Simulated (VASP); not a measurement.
# NbAl2N3 (P-3m1) in VASP: further runs

The runs below take NbAl2N3 through equation of state, with PBE.

Everything below comes from runs of VASP 6.6.1. Logs are shortened: lines on timing, memory, paths and dates and some standing lists are left out, and cuts for length are marked.

**1. The crystal as given**

It takes space group P-3m1 (No. 164, trigonal). The conventional cell has a = 2.902 Å, b = 2.902 Å, c = 7.587 Å, α = 90.00°, β = 90.00°, γ = 120.00°. Al (site symmetry 3m) is surrounded by 6 N at 2.02 to 2.05 Å. Nb (site symmetry -3m) is surrounded by 6 N at 2.24 Å. Around N (site symmetry 3m) lie 3 Al at 2.02 Å and 3 Nb at 2.24 Å. N (site symmetry -3m) is surrounded by 6 Al at 2.05 Å.

The cell was built by a generator and needn't be a form met in nature.

**2. Equation of state, PBE, 9.22 Å³/atom**

File INCAR:

```
SYSTEM = NbAl2N3
  PREC = Accurate
  ENCUT = 520
  EDIFF = 1E-6
  ISMEAR = 0
  SIGMA = 0.1
  LREAL = .FALSE.
  LASPH = .TRUE.
  NELM = 100
  ALGO = Normal
  ISIF = 4
  LWAVE = .FALSE.
  LCHARG = .FALSE.
  GGA = PE
  IBRION = 2
  NSW = 30
  EDIFFG = -0.02
```

File KPOINTS:

```
Automatic mesh
0
G
  12 12 4
  0 0 0
```

File POSCAR:

```
NbAl2N3
1.0
    2.9024080000      0.0000000000      0.0000000000
   -1.4512040000      2.5135590000      0.0000000000
    0.0000000000      0.0000000000      7.5868500000
Al Nb N
2 1 3
Direct
    0.3333330000      0.6666670000      0.6551280000
    0.6666670000      0.3333330000      0.3448720000
    0.0000000000      0.0000000000      0.0000000000
    0.6666670000      0.3333330000      0.8040310000
    0.3333330000      0.6666670000      0.1959690000
    0.0000000000      0.0000000000      0.5000000000
```

Potentials or basis: VASP PAW PBE potentials, release 64 (Al, Nb_sv, N).

Started as:

```bash
$ cat potpaw_PBE.64/Al/POTCAR potpaw_PBE.64/Nb_sv/POTCAR potpaw_PBE.64/N/POTCAR > POTCAR
$ mpirun -np 1 vasp_std > vasp.out
```

OUTCAR:

```text
SYSTEM = NbAl2N3
   PREC = Accurate
   ENCUT = 520
   EDIFF = 1E-6
   ISMEAR = 0
   LREAL = .FALSE.
   LASPH = .TRUE.
   NELM = 100
   ISIF = 4
   GGA = PE
   IBRION = 2
   NSW = 30
   EDIFFG = -0.02

 ion  position               nearest neighbor table
   1  0.333  0.667  0.655-   4 2.02   4 2.02   4 2.02   6 2.05   6 2.05   6 2.05   2 2.89   2 2.89
                             2 2.89   3 3.11   3 3.11   3 3.11
   2  0.667  0.333  0.345-   5 2.02   5 2.02   5 2.02   6 2.05   6 2.05   6 2.05   1 2.89   1 2.89
                             1 2.89   3 3.11   3 3.11   3 3.11
   3  0.000  0.000  0.000-   4 2.24   5 2.24   5 2.24   4 2.24   4 2.24   5 2.24   1 3.11   2 3.11
                             1 3.11   2 3.11   1 3.11   2 3.11
   4  0.667  0.333  0.804-   1 2.02   1 2.02   1 2.02   3 2.24   3 2.24   3 2.24
   5  0.333  0.667  0.196-   2 2.02   2 2.02   2 2.02   3 2.24   3 2.24   3 2.24
   6  0.000  0.000  0.500-   1 2.05   2 2.05   1 2.05   2 2.05   2 2.05   1 2.05

  LATTYP: Found a hexagonal cell.
 ALAT       =     2.9024080000
 C/A-ratio  =     2.6139846638

  Lattice vectors:

 A1 = (   2.9024080000,   0.0000000000,   0.0000000000)
 A2 = (  -1.4512040000,   2.5135590000,   0.0000000000)
 A3 = (   0.0000000000,   0.0000000000,   7.5868500000)

Analysis of symmetry for initial positions (statically):
=====================================================================
 Subroutine PRICEL returns:
 Original cell was already a primitive cell.

 Routine SETGRP: Setting up the symmetry group for a
 hexagonal supercell.

 Subroutine GETGRP returns: Found 12 space group operations
 (whereof 12 operations were pure point group operations)
 out of a pool of 24 trial point group operations.

The static configuration has the point symmetry D_3d.

Analysis of symmetry for dynamics (positions and initial velocities):
=====================================================================
 Subroutine PRICEL returns:
 Original cell was already a primitive cell.

 Routine SETGRP: Setting up the symmetry group for a
 hexagonal supercell.

 Subroutine GETGRP returns: Found 12 space group operations
 (whereof 12 operations were pure point group operations)
 out of a pool of 24 trial point group operations.

The dynamic configuration has the point symmetry D_3d.

 Subroutine INISYM returns: Found 12 space group operations
 (whereof 12 operations are pure point group operations),
 and found     1 'primitive' translations

----------------------------------------------------------------------------------------

                                     Primitive cell

  volume of cell :      55.3489

  direct lattice vectors                    reciprocal lattice vectors
     2.902408000  0.000000000  0.000000000     0.344541498  0.198921131  0.000000000
    -1.451204000  2.513559000  0.000000000     0.000000000  0.397842263  0.000000000
     0.000000000  0.000000000  7.586850000     0.000000000  0.000000000  0.131807008

  length of vectors
     2.902408000  2.902407948  7.586850000     0.397842256  0.397842263  0.131807008

  position of ions in fractional coordinates (direct lattice)
     0.333333000  0.666667000  0.655128000
     0.666667000  0.333333000  0.344872000
     0.000000000  0.000000000  0.000000000
     0.666667000  0.333333000  0.804031000
     0.333333000  0.666667000  0.195969000
     0.000000000  0.000000000  0.500000000

  ion indices of the primitive-cell ions
   primitive index   ion index
                 1           1
                 2           2
                 3           3
                 4           4
                 5           5
                 6           6

----------------------------------------------------------------------------------------

 KPOINTS: Automatic mesh

Automatic generation of k-mesh.
 Grid dimensions read from file:
 generate k-points for:   12   12    4

 Generating k-lattice:

  Cartesian coordinates                     Fractional coordinates (reciprocal lattice)
     0.028711791  0.016576761  0.000000000     0.083333333  0.000000000  0.000000000
     0.000000000  0.033153522  0.000000000     0.000000000  0.083333333  0.000000000
     0.000000000  0.000000000  0.032951752     0.000000000  0.000000000  0.250000000

  Length of vectors
     0.033153521  0.033153522  0.032951752

  Shift w.r.t. Gamma in fractional coordinates (k-lattice)
     0.000000000  0.000000000  0.000000000

 Subroutine IBZKPT returns following result:
 ===========================================

 Found     69 irreducible k-points:

 Following reciprocal coordinates:
            Coordinates               Weight
  0.000000  0.000000  0.000000      1.000000
  0.083333  0.000000  0.000000      6.000000
  0.166667  0.000000  0.000000      6.000000
  0.250000  0.000000  0.000000      6.000000
  0.333333  0.000000  0.000000      6.000000
  0.416667  0.000000  0.000000      6.000000
[... 16 lines left out ...]
  0.166667  0.000000  0.250000      6.000000
  0.000000  0.166667  0.250000      6.000000
 [... further k-points ...]
   k-points           NKPTS =     69   k-points in BZ     NKDIM =     69   number of bands    NBANDS=     21
   number of dos      NEDOS =    301   number of ions     NIONS =      6
   total plane-waves  NPLWV =  32256
   dimension x,y,z NGX =    24 NGY =   24 NGZ =   56
   dimension x,y,z NGXF=    48 NGYF=   48 NGZF=  112
   ions per type =               2   1   3
   NGX,Y,Z   is equivalent  to a cutoff of  13.75, 13.75, 12.27 a.u.
   NGXF,Y,Z  is equivalent  to a cutoff of  27.49, 27.49, 24.54 a.u.
 SYSTEM =  NbAl2N3
   PREC   = accura    normal or accurate (medium, high low for compatibility)
   ISTART =      0    job   : 0-new  1-cont  2-samecut
   ICHARG =      2    charge: 1-file 2-atom 10-const
   ISPIN  =      1    spin polarized calculation?
   LNONCOLLINEAR =      F non collinear calculations
   LSORBIT =      F    spin-orbit coupling
   LASPH  =      T    aspherical Exc in radial PAW
   ENCUT  =  520.0 eV  38.22 Ry    6.18 a.u.   5.40  5.40 14.11*2*pi/ulx,y,z
   NELM   =    100;   NELMIN=  2; NELMDL= -5     # of ELM steps
   EDIFF  = 0.1E-05   stopping-criterion for ELM
   LREAL  =      F    real-space projection
   EDIFFG = -.2E-01   stopping-criterion for IOM
   NSW    =     30    number of steps for IOM
   IBRION =      2    ionic relax: 0-MD 1-quasi-New 2-CG
   NFREE  =      1    steps in history (QN), initial steepest desc. (CG)
   ISIF   =      4    stress and relaxation
   ISYM   =      2    0-nonsym 1-usesym 2-fastsym
   POTIM  = 0.5000    time-step for ionic-motion
   TEBEG  =    0.0;   TEEND  =   0.0 temperature during run
   PSTRESS=    0.0 pullay stress
   NELECT =      34.0000    total number of electrons
   NUPDOWN=      -1.0000    fix difference up-down
   EMIN   =  10.00;   EMAX   =-10.00  energy-range for DOS
   EFERMI =   0.00;   METHOD = LEGACY
   ISMEAR =     0;   SIGMA  =   0.10  broadening in eV -4-tet -1-fermi 0-gaus
   EFERMI_NEDOS =   21; number of points for ismear=-14 and -15
   IALGO  =     38    algorithm
   IMIX   =      4    mixing-type and parameters
     AMIX     =   0.40;   BMIX     =  1.00
     AMIX_MAG =   1.60;   BMIX_MAG =  1.00
  volume/ion in A,a.u.               =       9.22        62.25
  Fermi-wavevector in a.u.,A,eV,Ry     =   1.391655  2.629846 26.350437  1.936702
  Thomas-Fermi vector in A             =   2.515473
   LORBIT       =      0    0 simple, 1 ext, 2 COOP (PROOUT), +10 PAW based schemes
   GGA     = PE    functional components
   LHFCALC =     F    Hartree Fock is set to
   AEXX    =    0.0000 exact exchange contribution
   IVDW    =     0    specifies the selected vdW correction
   LEPSILON=     F    determine dielectric tensor
   LRPA    =     F    only Hartree local field effects (RPA)
 conjugate gradient relaxation of ions
 non-spin polarized calculation
 Gauss-broadening in eV      SIGMA  =   0.10
  energy-cutoff  :      520.00
  volume of cell :       55.35
 maximum number of plane-waves:      1528
 NGX is ok and might be reduce to    24
   NGX = 11   NGY = 11   NGZ = 29

 number of electron      34.0000000 magnetization

 Free energy of the ion-electron system (eV)
  ---------------------------------------------------
  ext. energy  EPLUGINS =         0.00000000
  ---------------------------------------------------
  free energy    TOTEN  =       -49.41378720 eV

  energy without entropy =      -49.40956533  energy(sigma->0) =      -49.41167626

 E-fermi :  11.6823     XC(G=0): -12.6159

 val. band max:       11.6640817693   @ k =   0.1667   0.1667   0.0000
 cond. band min:      11.7046907211   @ k =   0.3333   0.2500   0.5000
 fundamental gap:      0.0406089518
 Fermi energy:        11.6823183015

 k-point     1 :       0.0000    0.0000    0.0000
  band No.  band energies     occupation
      1     -43.9283      2.00000
      2     -20.1444      2.00000
      3     -19.3961      2.00000
      4     -19.3961      2.00000
      5      -6.4654      2.00000
      6      -4.5147      2.00000
[... 13 lines left out ...]
     20      15.0809      0.00000
     21      15.0817      0.00000

 k-point     2 :       0.0833    0.0000    0.0000
  band No.  band energies     occupation
      1     -43.9160      2.00000
      2     -20.1249      2.00000
      3     -19.4880      2.00000
      4     -19.4156      2.00000
      5      -6.3413      2.00000
      6      -4.4587      2.00000
[... 13 lines left out ...]
     20      14.9903      0.00000
     21      15.1611      0.00000

 k-point     3 :       0.1667    0.0000    0.0000
  band No.  band energies     occupation
      1     -43.8821      2.00000
      2     -20.0715      2.00000
      3     -19.7333      2.00000
      4     -19.4685      2.00000
      5      -5.9798      2.00000
      6      -4.3009      2.00000
[... 13 lines left out ...]
     20      15.1245      0.00000
     21      15.3612      0.00000
[... 457 lines left out ...]
 k-point    23 :       0.1667    0.0000    0.2500
  band No.  band energies     occupation
      1     -43.8821      2.00000
      2     -20.0715      2.00000
      3     -19.7333      2.00000
      4     -19.4685      2.00000
      5      -5.8943      2.00000
      6      -4.6577      2.00000
[... 13 lines left out ...]
     20      15.0679      0.00000
     21      15.3671      0.00000

 k-point    24 :       0.0000    0.1667    0.2500
  band No.  band energies     occupation
      1     -43.8821      2.00000
      2     -20.0715      2.00000
      3     -19.7333      2.00000
      4     -19.4685      2.00000
      5      -5.9048      2.00000
      6      -4.6177      2.00000
[... 13 lines left out ...]
     20      14.8434      0.00000
     21      15.3913      0.00000

 [... further k-points ...]

------------------------ aborting loop because EDIFF is reached ----------------------------------------

  FORCE on cell =-STRESS in cart. coord.  units (eV):
  Direction    XX          YY          ZZ          XY          YZ          ZX
  --------------------------------------------------------------------------------------
  -------------------------------------------------------------------------------------
  Total        0.0007738      0.0007738      0.0011306      0.0000000      0.0000000      0.0000000
  in kB        0.0224000      0.0224000      0.0327283      0.0000000      0.0000000      0.0000000
  external PRESSURE =       0.0258428 kB  Pullay stress =       0.0000000 kB

 VOLUME and BASIS-vectors are now :
 -----------------------------------------------------------------------------
  energy-cutoff  :      520.00
  volume of cell :       55.35
      direct lattice vectors                 reciprocal lattice vectors
     2.902408000  0.000000000  0.000000000     0.344541498  0.198921131  0.000000000
    -1.451204000  2.513559000  0.000000000     0.000000000  0.397842263  0.000000000
     0.000000000  0.000000000  7.586850000     0.000000000  0.000000000  0.131807008

 POSITION                                       TOTAL-FORCE (eV/Angst)
 -----------------------------------------------------------------------------------
     -0.00000      1.67571      4.97036        -0.000000     -0.000000      0.001920
      1.45121      0.83785      2.61649        -0.000000      0.000000     -0.001920
      0.00000      0.00000      0.00000        -0.000000      0.000000      0.000000
      1.45121      0.83785      6.10006        -0.000000     -0.000000     -0.001863
     -0.00000      1.67571      1.48679         0.000000      0.000000      0.001863
      0.00000      0.00000      3.79343        -0.000000      0.000000      0.000000
 -----------------------------------------------------------------------------------
    total drift:                                0.000000     -0.000000      0.000000

  FREE ENERGIE OF THE ION-ELECTRON SYSTEM (eV)
  ---------------------------------------------------
  free  energy   TOTEN  =       -49.4137871982 eV

  energy  without entropy=      -49.4095653311  energy(sigma->0) =      -49.41167626

 reached required accuracy - stopping structural energy minimisation
```

It took 55 s on 1 thread of Intel Xeon Platinum 8488C (Sapphire Rapids), shared host; peak memory 0.23 GiB.

What came out:

```
Free energy            : -49.4138 eV
Pressure               : 0.0 GPa
Band gap on the k mesh : none (metal or under the smearing width)
```

**3. Equation of state, PBE, 8.95 Å³/atom (volume scaled by 0.97)**

INCAR is that of step 2.

KPOINTS is that of step 2.

POSCAR, as its differences from that of step 2:

```diff
@@ -2,5 +2,5 @@
 1.0
-    2.9024080000      0.0000000000      0.0000000000
-   -1.4512040000      2.5135590000      0.0000000000
-    0.0000000000      0.0000000000      7.5868500000
+    2.8730887429      0.0000000000      0.0000000000
+   -1.4365443715      2.4881677792      0.0000000000
+    0.0000000000      0.0000000000      7.5102099117
 Al Nb N
```

Potentials or basis: VASP PAW PBE potentials, release 64 (Al, Nb_sv, N).

Started as:

```bash
$ cat potpaw_PBE.64/Al/POTCAR potpaw_PBE.64/Nb_sv/POTCAR potpaw_PBE.64/N/POTCAR > POTCAR
$ mpirun -np 1 vasp_std > vasp.out
```

Run time: 1.9 min. Hardware: 1 thread of Intel Xeon Platinum 8488C (Sapphire Rapids), shared host; peak memory 0.23 GiB.

It converged, with:

* Free energy: -49.3684 eV
* Pressure: 8.7 GPa
* Band gap on the k mesh: none (metal or under the smearing width)

**4. Equation of state, PBE, 9.50 Å³/atom (volume scaled by 1.03)**

INCAR is that of step 3.

KPOINTS is that of step 3.

POSCAR, as its differences from that of step 3:

```diff
@@ -2,5 +2,5 @@
 1.0
-    2.8730887429      0.0000000000      0.0000000000
-   -1.4365443715      2.4881677792      0.0000000000
-    0.0000000000      0.0000000000      7.5102099117
+    2.9311465819      0.0000000000      0.0000000000
+   -1.4655732909      2.5384473414      0.0000000000
+    0.0000000000      0.0000000000      7.6619722123
 Al Nb N
```

Started as:

```bash
$ cat potpaw_PBE.64/Al/POTCAR potpaw_PBE.64/Nb_sv/POTCAR potpaw_PBE.64/N/POTCAR > POTCAR
$ mpirun -np 1 vasp_std > vasp.out
```

Run time: 93 s. Hardware: 1 thread of Intel Xeon Platinum 8488C (Sapphire Rapids), shared host; peak memory 0.24 GiB.

It converged, with:

```yaml
Free_energy: -49.3755 eV
Pressure: -7.5 GPa
Largest_force: 0.015 eV/Å
Band_gap_on_the_k_mesh: none (metal or under the smearing width)
```

**5. Equation of state, PBE, 8.67 Å³/atom (volume scaled by 0.94)**

INCAR is that of step 4.

KPOINTS is that of step 4.

POSCAR, as its differences from that of step 4:

```diff
@@ -2,5 +2,5 @@
 1.0
-    2.9311465819      0.0000000000      0.0000000000
-   -1.4655732909      2.5384473414      0.0000000000
-    0.0000000000      0.0000000000      7.6619722123
+    2.8431585586      0.0000000000      0.0000000000
+   -1.4215792793      2.4622474798      0.0000000000
+    0.0000000000      0.0000000000      7.4319728689
 Al Nb N
```

Started as:

```bash
$ cat potpaw_PBE.64/Al/POTCAR potpaw_PBE.64/Nb_sv/POTCAR potpaw_PBE.64/N/POTCAR > POTCAR
$ mpirun -np 1 vasp_std > vasp.out
```

It took 2.5 min on 1 thread of Intel Xeon Platinum 8488C (Sapphire Rapids), shared host; peak memory 0.23 GiB.

It converged, with:

| Item | Value |
| --- | --- |
| Free energy | -49.2254 eV |
| Pressure | 18.9 GPa |
| Band gap on the k mesh | none (metal or under the smearing width) |

**6. Equation of state, PBE, 9.78 Å³/atom (volume scaled by 1.06)**

INCAR is that of step 5.

KPOINTS is that of step 5.

POSCAR, as its differences from that of step 5:

```diff
@@ -2,5 +2,5 @@
 1.0
-    2.8431585586      0.0000000000      0.0000000000
-   -1.4215792793      2.4622474798      0.0000000000
-    0.0000000000      0.0000000000      7.4319728689
+    2.9593324127      0.0000000000      0.0000000000
+   -1.4796662064      2.5628569863      0.0000000000
+    0.0000000000      0.0000000000      7.7356495418
 Al Nb N
```

Potentials or basis: VASP PAW PBE potentials, release 64 (Al, Nb_sv, N).

Started as:

```bash
$ cat potpaw_PBE.64/Al/POTCAR potpaw_PBE.64/Nb_sv/POTCAR potpaw_PBE.64/N/POTCAR > POTCAR
$ mpirun -np 1 vasp_std > vasp.out
```

Run time: 2.3 min. Hardware: 1 thread of Intel Xeon Platinum 8488C (Sapphire Rapids), shared host; peak memory 0.24 GiB.

The run converged. Its results:

```
Free energy            : -49.2656 eV
Pressure               : -13.8 GPa
Largest force          : 0.004 eV/Å
Band gap on the k mesh : none (metal or under the smearing width)
```

**7. Equation of state, PBE, 8.39 Å³/atom (volume scaled by 0.91)**

INCAR is that of step 6.

KPOINTS is that of step 6.

POSCAR, as its differences from that of step 6:

```diff
@@ -2,5 +2,5 @@
 1.0
-    2.9593324127      0.0000000000      0.0000000000
-   -1.4796662064      2.5628569863      0.0000000000
-    0.0000000000      0.0000000000      7.7356495418
+    2.8125845917      0.0000000000      0.0000000000
+   -1.4062922958      2.4357696484      0.0000000000
+    0.0000000000      0.0000000000      7.3520529882
 Al Nb N
```

Started as:

```bash
$ cat potpaw_PBE.64/Al/POTCAR potpaw_PBE.64/Nb_sv/POTCAR potpaw_PBE.64/N/POTCAR > POTCAR
$ mpirun -np 1 vasp_std > vasp.out
```

It took 2.9 min on 1 thread of Intel Xeon Platinum 8488C (Sapphire Rapids), shared host; peak memory 0.23 GiB.

It converged, with:

* Free energy: -48.9684 eV
* Pressure: 30.7 GPa
* Band gap on the k mesh: none (metal or under the smearing width)

**8. Equation of state, PBE, 10.06 Å³/atom (volume scaled by 1.09)**

INCAR is that of step 7.

KPOINTS is that of step 7.

POSCAR, as its differences from that of step 7:

```diff
@@ -2,5 +2,5 @@
 1.0
-    2.8125845917      0.0000000000      0.0000000000
-   -1.4062922958      2.4357696484      0.0000000000
-    0.0000000000      0.0000000000      7.3520529882
+    2.9869913281      0.0000000000      0.0000000000
+   -1.4934956641      2.5868103091      0.0000000000
+    0.0000000000      0.0000000000      7.8079495225
 Al Nb N
```

Started as:

```bash
$ cat potpaw_PBE.64/Al/POTCAR potpaw_PBE.64/Nb_sv/POTCAR potpaw_PBE.64/N/POTCAR > POTCAR
$ mpirun -np 1 vasp_std > vasp.out
```

It took 3.3 min on 1 thread of Intel Xeon Platinum 8488C (Sapphire Rapids), shared host; peak memory 0.24 GiB.

Results (log left out):

| Quantity | Value |
| --- | --- |
| Free energy | -49.0943 eV |
| Pressure | -19.3 GPa |
| Largest force | 0.004 eV/Å |
| Band gap on the k mesh | none (metal or under the smearing width) |
